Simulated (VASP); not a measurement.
# SrTiO3: transverse stress against strain

SrTiO3 (cubic perovskite, Pm-3m, 11.831 Å³/atom and stress up to 0.24 GPa in the relaxed cell, cube axes along x, y and z) under an equal strain ε along x and y, with z held. PBEsol in VASP (plane waves, PAW), 600 eV, 8×8×8 Γ-centred mesh, Gaussian smearing 0.05 eV; ions are relaxed, or left where forces stay under 0.02 eV/Å, within the symmetry of each cell. Stress is positive for a compressed cell.

Here s stands for strain and y for stress zz.

```
strain (%)  stress zz (GPa)
----------  ---------------
-3.00                     ?
-1.50                  3.02
-1.00                  1.89
-0.50                  0.81
0.00                  -0.24
0.50                  -1.25
1.00                  -2.22
1.50                  -3.16
```

Taking a straight line for y over the 7 complete rows: Means: s 0, y -0.164. About the means, the sum of products is -14.410 and the sum of squares of s is 7.0000; the slope is their ratio. Least squares gives y = -0.164 - 2.0586·s. Residuals (row less fit): 0.096, -0.005, -0.055, -0.076, -0.057, 0.003, 0.092; standard error 0.077 (degrees of freedom: 5). The slope gives the elastic constant 2C12 = 206 ± 3 GPa (± standard error of the fit, which holds the terms cut off).

Q: Predict the withheld y at s = -3.00 from the fit, and compare with the calculation.

A: y = -0.164 - 2.0586 × (-3.0) = 6.012 GPa. The calculation gives 6.64 GPa, 0.628 GPa above the prediction (6.4 % of the range of y in the table). The row lies outside the fitted rows, so this is an extrapolation. From the scatter of the fitted rows alone, a prediction at this place has a standard error of 0.120 GPa, so the miss is 5.2 times that.

A polynomial of degree 2 through the 12 other runs of the series gives 6.63 there, so most of the miss is curvature that the fit leaves out. The primitive cell can neither tilt nor turn polar against its symmetry, as such crystals can under strain. SrTiO3 is here the ideal cubic form; the compound distorts at low or room temperature. Rows are the converged runs of the series near zero and its far end; series whose fitted rows scatter by over a few per cent of the range, as at a crossing or softening among them, aren't shown in this form, nor equations of state whose B0' disagrees with the runs' pressures. Most that stay on the fit to the last digits aren't either.
